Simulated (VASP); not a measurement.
# BeSb (P-6m2) in VASP: reference runs

How does BeSb come out in PBE? The cell is run as given.

Everything below comes from runs of VASP 6.6.1. Logs are shortened: lines on timing, memory, paths and dates and some standing lists are left out, and cuts for length are marked.

### 1 The structure

Symmetry: P-6m2, No. 187, hexagonal system. The conventional cell has a = 3.879 Å, b = 3.879 Å, c = 3.038 Å, α = 90.00°, β = 90.00°, γ = 120.00°. Be (site symmetry -6m2) is surrounded by 6 Sb at 2.71 Å and 2 Be at 3.04 Å. Sb (site symmetry -6m2) has 6 Be at 2.71 Å and 2 Sb at 3.04 Å as nearest neighbours.

The cell was built by a generator and needn't be a form met in nature.

### 2 Single point, PBE

Contents of INCAR:

```
PREC     = Accurate       # precision mode
ENCUT    = 520            # plane-wave cutoff, eV
EDIFF    = 1E-7           # SCF threshold, eV
ISMEAR   = -1             # smearing method
SIGMA    = 0.05           # smearing width, eV
LREAL    = F              # projectors in reciprocal space
LASPH    = T              # aspherical terms in the spheres
NELM     = 100            # most SCF steps
ALGO     = Normal         # electronic algorithm
ISIF     = 2              # what is computed and relaxed
LWAVE    = F              # write WAVECAR
LCHARG   = F              # write CHGCAR
GGA      = PE             # functional
NBANDS   = 10             # bands
```

Contents of KPOINTS:

```
regular mesh
0
Gamma
  8 8 9
```

Contents of POSCAR:

```
BeSb
1.0
    3.8791000000      0.0000000000      0.0000000000
   -1.9395500000      3.3594000000      0.0000000000
    0.0000000000      0.0000000000      3.0375500000
Be Sb
1 1
Direct
    0.0000000000      0.0000000000      0.0000000000
    0.3333300000      0.6666700000      0.5000000000
```

Potentials or basis: VASP PAW PBE potentials, release 64 (Be, Sb).

Run with:

```sh
cat potpaw_PBE.64/Be/POTCAR potpaw_PBE.64/Sb/POTCAR > POTCAR
mpirun -np 1 vasp_std > vasp.out
```

OUTCAR:

```text
PREC = Accurate
   ENCUT = 520
   EDIFF = 1E-7
   ISMEAR = -1
   LREAL = F
   LASPH = T
   NELM = 100
   ISIF = 2
   GGA = PE

 ion  position               nearest neighbor table
   1  0.000  0.000  0.000-   2 2.71   2 2.71   2 2.71   2 2.71   2 2.71   2 2.71
   2  0.333  0.667  0.500-   1 2.71   1 2.71   1 2.71   1 2.71   1 2.71   1 2.71

  LATTYP: Found a hexagonal cell.
 ALAT       =     3.8791000000
 C/A-ratio  =     0.7830553479

  Lattice vectors:

 A1 = (   3.8791000000,   0.0000000000,   0.0000000000)
 A2 = (  -1.9395500000,   3.3594000000,   0.0000000000)
 A3 = (   0.0000000000,   0.0000000000,   3.0375500000)

Analysis of symmetry for initial positions (statically):
=====================================================================
 Subroutine PRICEL returns:
 Original cell was already a primitive cell.

 Routine SETGRP: Setting up the symmetry group for a
 hexagonal supercell.

 Subroutine GETGRP returns: Found  4 space group operations
 (whereof  4 operations were pure point group operations)
 out of a pool of 24 trial point group operations.

The static configuration has the point symmetry C_2v.

Analysis of symmetry for dynamics (positions and initial velocities):
=====================================================================
 Subroutine PRICEL returns:
 Original cell was already a primitive cell.

 Routine SETGRP: Setting up the symmetry group for a
 hexagonal supercell.

 Subroutine GETGRP returns: Found  4 space group operations
 (whereof  4 operations were pure point group operations)
 out of a pool of 24 trial point group operations.

The dynamic configuration has the point symmetry C_2v.

 Subroutine INISYM returns: Found  4 space group operations
 (whereof  4 operations are pure point group operations),
 and found     1 'primitive' translations

----------------------------------------------------------------------------------------

                                     Primitive cell

  volume of cell :      39.5837

  direct lattice vectors                    reciprocal lattice vectors
     3.879100000  0.000000000  0.000000000     0.257791756  0.148836102  0.000000000
    -1.939550000  3.359400000  0.000000000     0.000000000  0.297672203  0.000000000
     0.000000000  0.000000000  3.037550000     0.000000000  0.000000000  0.329212688

  length of vectors
     3.879100000  3.879100741  3.037550000     0.297672260  0.297672203  0.329212688

  position of ions in fractional coordinates (direct lattice)
     0.000000000  0.000000000  0.000000000
     0.333330000  0.666670000  0.500000000

  ion indices of the primitive-cell ions
   primitive index   ion index
                 1           1
                 2           2

----------------------------------------------------------------------------------------

 KPOINTS: regular mesh

Automatic generation of k-mesh.
 Grid dimensions read from file:
 generate k-points for:    8    8    9

 Generating k-lattice:

  Cartesian coordinates                     Fractional coordinates (reciprocal lattice)
     0.032223969  0.018604513  0.000000000     0.125000000  0.000000000  0.000000000
     0.000000000  0.037209025  0.000000000     0.000000000  0.125000000  0.000000000
     0.000000000  0.000000000  0.036579188     0.000000000  0.000000000  0.111111111

  Length of vectors
     0.037209033  0.037209025  0.036579188

  Shift w.r.t. Gamma in fractional coordinates (k-lattice)
     0.000000000  0.000000000  0.000000000

 Subroutine IBZKPT returns following result:
 ===========================================

 Found    105 irreducible k-points:

 Following reciprocal coordinates:
            Coordinates               Weight
  0.000000  0.000000  0.000000      1.000000
  0.125000  0.000000  0.000000      4.000000
 -0.125000  0.125000  0.000000      2.000000
  0.250000  0.000000  0.000000      4.000000
 -0.250000  0.250000  0.000000      2.000000
  0.375000  0.000000  0.000000      4.000000
[... 16 lines left out ...]
  0.125000  0.000000  0.111111      8.000000
 -0.125000  0.125000  0.111111      4.000000
 [... further k-points ...]
   k-points           NKPTS =    105   k-points in BZ     NKDIM =    105   number of bands    NBANDS=     10
   number of dos      NEDOS =    301   number of ions     NIONS =      2
   total plane-waves  NPLWV =  21600
   dimension x,y,z NGX =    30 NGY =   30 NGZ =   24
   dimension x,y,z NGXF=    60 NGYF=   60 NGZF=   48
   ions per type =               1   1
   NGX,Y,Z   is equivalent  to a cutoff of  12.86, 12.86, 13.14 a.u.
   NGXF,Y,Z  is equivalent  to a cutoff of  25.71, 25.71, 26.27 a.u.
 SYSTEM =  unknown system
   PREC   = accura    normal or accurate (medium, high low for compatibility)
   ISTART =      0    job   : 0-new  1-cont  2-samecut
   ICHARG =      2    charge: 1-file 2-atom 10-const
   ISPIN  =      1    spin polarized calculation?
   LNONCOLLINEAR =      F non collinear calculations
   LSORBIT =      F    spin-orbit coupling
   LASPH  =      T    aspherical Exc in radial PAW
   ENCUT  =  520.0 eV  38.22 Ry    6.18 a.u.   7.21  7.21  5.65*2*pi/ulx,y,z
   NELM   =    100;   NELMIN=  2; NELMDL= -5     # of ELM steps
   EDIFF  = 0.1E-06   stopping-criterion for ELM
   LREAL  =      F    real-space projection
   EDIFFG = 0.1E-05   stopping-criterion for IOM
   NSW    =      0    number of steps for IOM
   IBRION =     -1    ionic relax: 0-MD 1-quasi-New 2-CG
   NFREE  =      0    steps in history (QN), initial steepest desc. (CG)
   ISIF   =      2    stress and relaxation
   ISYM   =      2    0-nonsym 1-usesym 2-fastsym
   POTIM  = 0.5000    time-step for ionic-motion
   TEBEG  =    0.0;   TEEND  =   0.0 temperature during run
   PSTRESS=    0.0 pullay stress
   NELECT =       7.0000    total number of electrons
   NUPDOWN=      -1.0000    fix difference up-down
   EMIN   =  10.00;   EMAX   =-10.00  energy-range for DOS
   EFERMI =   0.00;   METHOD = LEGACY
   ISMEAR =    -1;   SIGMA  =   0.05  broadening in eV -4-tet -1-fermi 0-gaus
   EFERMI_NEDOS =   21; number of points for ismear=-14 and -15
   IALGO  =     38    algorithm
   IMIX   =      4    mixing-type and parameters
     AMIX     =   0.40;   BMIX     =  1.00
     AMIX_MAG =   1.60;   BMIX_MAG =  1.00
  volume/ion in A,a.u.               =      19.79       133.56
  Fermi-wavevector in a.u.,A,eV,Ry     =   0.918901  1.736471 11.488478  0.844379
  Thomas-Fermi vector in A             =   2.044035
   LORBIT       =      0    0 simple, 1 ext, 2 COOP (PROOUT), +10 PAW based schemes
   GGA     = PE    functional components
   LHFCALC =     F    Hartree Fock is set to
   AEXX    =    0.0000 exact exchange contribution
   IVDW    =     0    specifies the selected vdW correction
   LEPSILON=     F    determine dielectric tensor
   LRPA    =     F    only Hartree local field effects (RPA)
 non-spin polarized calculation
  energy-cutoff  :      520.00
  volume of cell :       39.58
 maximum number of plane-waves:      1097
 NGX is ok and might be reduce to    30
   NGX = 15   NGY = 15   NGZ = 11

 number of electron       7.0000000 magnetization

 Free energy of the ion-electron system (eV)
  ---------------------------------------------------
  ext. energy  EPLUGINS =         0.00000000
  ---------------------------------------------------
  free energy    TOTEN  =        -6.86443764 eV

  energy without entropy =       -6.85514298  energy(sigma->0) =       -6.85979031

 E-fermi :   6.8064     XC(G=0):  -9.7347

 val. band max:        6.8037922166   @ k =   0.5000   0.3750   0.2222
 cond. band min:       6.8388308144   @ k =   0.5000   0.0000   0.2222
 fundamental gap:      0.0350385978
 Fermi energy:         6.8064165124

 k-point     1 :       0.0000    0.0000    0.0000
  band No.  band energies     occupation
      1      -5.3956      2.00000
      2       6.1492      2.00000
      3       6.1493      2.00000
      4       9.0559      0.00000
      5       9.3634      0.00000
      6      10.2991      0.00000
      7      10.2993      0.00000
      8      13.9268      0.00000
      9      14.0503      0.00000
     10      18.1416      0.00000

 k-point     2 :       0.1250    0.0000    0.0000
  band No.  band energies     occupation
      1      -5.2350      2.00000
      2       4.7691      2.00000
      3       5.7363      2.00000
      4       9.4275      0.00000
      5       9.5530      0.00000
      6      10.8539      0.00000
      7      11.0597      0.00000
      8      14.1450      0.00000
      9      15.0460      0.00000
     10      17.4441      0.00000

 k-point     3 :      -0.1250    0.1250    0.0000
  band No.  band energies     occupation
      1      -5.2350      2.00000
      2       4.7691      2.00000
      3       5.7364      2.00000
      4       9.4275      0.00000
      5       9.5530      0.00000
      6      10.8540      0.00000
      7      11.0596      0.00000
      8      14.1450      0.00000
      9      15.0460      0.00000
     10      17.4441      0.00000

 k-point     4 :       0.2500    0.0000    0.0000
  band No.  band energies     occupation
      1      -4.7815      2.00000
      2       2.7309      2.00000
      3       5.0251      2.00000
      4       8.8021      0.00000
      5      10.1013      0.00000
      6      12.7788      0.00000
      7      12.8791      0.00000
      8      14.6874      0.00000
      9      15.9988      0.00000
     10      17.0171      0.00000

 k-point     5 :      -0.2500    0.2500    0.0000
  band No.  band energies     occupation
      1      -4.7815      2.00000
      2       2.7308      2.00000
      3       5.0251      2.00000
      4       8.8021      0.00000
      5      10.1013      0.00000
      6      12.7788      0.00000
      7      12.8791      0.00000
      8      14.6874      0.00000
      9      15.9988      0.00000
     10      17.0171      0.00000

 k-point     6 :       0.3750    0.0000    0.0000
  band No.  band energies     occupation
      1      -4.1689      2.00000
      2       1.0716      2.00000
      3       4.5026      2.00000
      4       8.3207      0.00000
      5      10.9106      0.00000
      6      14.4160      0.00000
      7      14.5148      0.00000
      8      14.7862      0.00000
      9      15.9994      0.00000
     10      17.4361      0.00000
[... 183 lines left out ...]
 k-point    21 :       0.3750    0.3750    0.0000
  band No.  band energies     occupation
      1      -3.6006      2.00000
      2       0.7638      2.00000
      3       2.2541      2.00000
      4      11.6387      0.00000
      5      12.0726      0.00000
      6      13.1360      0.00000
      7      13.9215      0.00000
      8      14.7961      0.00000
      9      16.4463      0.00000
     10      16.7268      0.00000

 k-point    22 :       0.0000    0.0000    0.1111
  band No.  band energies     occupation
      1      -5.2006      2.00000
      2       6.3634      1.99972
      3       6.3636      1.99972
      4       7.6635      0.00000
      5       9.1758      0.00000
      6      10.4370      0.00000
      7      10.4371      0.00000
      8      14.0317      0.00000
      9      15.7700      0.00000
     10      17.7995      0.00000

 k-point    23 :       0.1250    0.0000    0.1111
  band No.  band energies     occupation
      1      -5.0394      2.00000
      2       4.9672      2.00000
      3       5.9508      2.00000
      4       7.8413      0.00000
      5       9.5771      0.00000
      6      10.9886      0.00000
      7      11.1824      0.00000
      8      14.7432      0.00000
      9      16.0171      0.00000
     10      16.9953      0.00000

 k-point    24 :      -0.1250    0.1250    0.1111
  band No.  band energies     occupation
      1      -5.0394      2.00000
      2       4.9672      2.00000
      3       5.9509      2.00000
      4       7.8413      0.00000
      5       9.5771      0.00000
      6      10.9887      0.00000
      7      11.1823      0.00000
      8      14.7432      0.00000
      9      16.0171      0.00000
     10      16.9953      0.00000

 [... further k-points ...]

------------------------ aborting loop because EDIFF is reached ----------------------------------------

  FORCE on cell =-STRESS in cart. coord.  units (eV):
  Direction    XX          YY          ZZ          XY          YZ          ZX
  --------------------------------------------------------------------------------------
  -------------------------------------------------------------------------------------
  Total       -0.0743852     -0.0744208      0.3713880     -0.0000308      0.0000000      0.0000000
  in kB       -3.0107943     -3.0122346     15.0321924     -0.0012460      0.0000000      0.0000000
  external PRESSURE =       3.0030545 kB  Pullay stress =       0.0000000 kB

 VOLUME and BASIS-vectors are now :
 -----------------------------------------------------------------------------
  energy-cutoff  :      520.00
  volume of cell :       39.58
      direct lattice vectors                 reciprocal lattice vectors
     3.879100000  0.000000000  0.000000000     0.257791756  0.148836102  0.000000000
    -1.939550000  3.359400000  0.000000000     0.000000000  0.297672203  0.000000000
     0.000000000  0.000000000  3.037550000     0.000000000  0.000000000  0.329212688

 POSITION                                       TOTAL-FORCE (eV/Angst)
 -----------------------------------------------------------------------------------
      0.00000      0.00000      0.00000        -0.000063      0.000037      0.000000
     -0.00002      2.23961      1.51877         0.000063     -0.000037      0.000000
 -----------------------------------------------------------------------------------
    total drift:                                0.000001      0.000001     -0.000000

  FREE ENERGIE OF THE ION-ELECTRON SYSTEM (eV)
  ---------------------------------------------------
  free  energy   TOTEN  =        -6.8644376387 eV

  energy  without entropy=       -6.8551429778  energy(sigma->0) =       -6.85979031
```

Run time: 19 s. Hardware: 1 thread of AMD EPYC 9R45 (Zen 5), shared host; peak memory 0.16 GiB.

What came out:

```
Free energy            : -6.8644 eV
Pressure               : 0.3 GPa
Band gap on the k mesh : none (metal or under the smearing width)
```

Stress tensor (GPa, compression positive):
```
-0.30  0.00  0.00
 0.00 -0.30  0.00
 0.00  0.00  1.50
```

Levels at points of the mesh, in eV from the Fermi level:
| k point | band 1 | band 2 | band 3 | band 4 | band 5 | band 6 | band 7 |
| --- | --- | --- | --- | --- | --- | --- | --- |
| (0.00, 0.00, 0.00) | -12.20 | -0.66 | -0.66 | 2.25 | 2.56 | 3.49 | 3.49 |
| (0.50, 0.00, 0.00) | -10.63 | -6.44 | -2.49 | 1.35 | 4.67 | 6.90 | 8.17 |
| (0.50, 0.50, 0.00) | -10.63 | -6.44 | -2.49 | 1.35 | 4.67 | 6.90 | 8.17 |

The run has no spin-orbit coupling, so splittings on Sb are missing.
